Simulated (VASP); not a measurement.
## CdS (Greenockite): single point with r2SCAN

**Measured values to compare with.**

“Isotope dependence of band-gap energy”, 2008, arxiv:0807.2152 quotes, for a bulk crystal of CdS: band gap 2.5809 ± 0.0002 eV.

CdS (Greenockite):

```xyz
4
Lattice="4.1638 0.0000 0.0000 -2.0819 3.6060 0.0000 0.0000 0.0000 6.7661" Properties=species:S:1:pos:R:3 pbc="T T T"
Cd    0.0000    2.4040   -0.0065
Cd    2.0819    1.2020    3.3765
S     0.0000    2.4040    2.5438
S     2.0819    1.2020    5.9269
```

```json
{
 "Program": "VASP 6.6.1",
 "Task": "single point",
 "Functional": "r2SCAN",
 "Potentials or basis": "VASP PAW PBE potentials, release 64 (Cd, S)",
 "Cutoff": "520 eV",
 "k mesh": "9 × 9 × 4",
 "Occupations": "gaussian, width 0.02 eV",
 "Spin": "no spin polarisation",
 "Dipole correction": "no",
 "Further INCAR settings": "ALGO = Normal; EDIFF = 1e-06; NBANDS = 26"
}
```

* Pressure: 0.3 GPa
* Band gap on the k mesh: 1.63 eV, direct

Levels at points of the mesh, in eV from the valence-band top:
```
           k point  band 14  band 15  band 16  band 17  band 18  band 19  band 20  band 21  band 22  band 23
(0.00, 0.00, 0.00)    -0.74    -0.74    -0.04     0.00     0.00     1.63     3.22     6.99     6.99     7.33
(0.00, 0.00, 0.50)    -2.41    -0.38    -0.38    -0.38    -0.38     3.27     3.27     6.62     6.62     7.33
```

It took 2.5 min on 1 thread of Intel(R) Xeon(R) Platinum 8559C (Emerald Rapids), with other jobs on the host, peak memory 0.27 GiB.

A measured gap of CdS is 2.5809 eV (quoted in “Isotope dependence of band-gap energy”, 2008, arxiv:0807.2152); the calculated 1.63 eV misses it by -0.95 eV. Spin-orbit coupling on Cd is left out. The value is that of r2SCAN, without temperature or zero-point motion.

Caveat: the PAW data sets were made with another functional, which shifts forces and pressure a little.
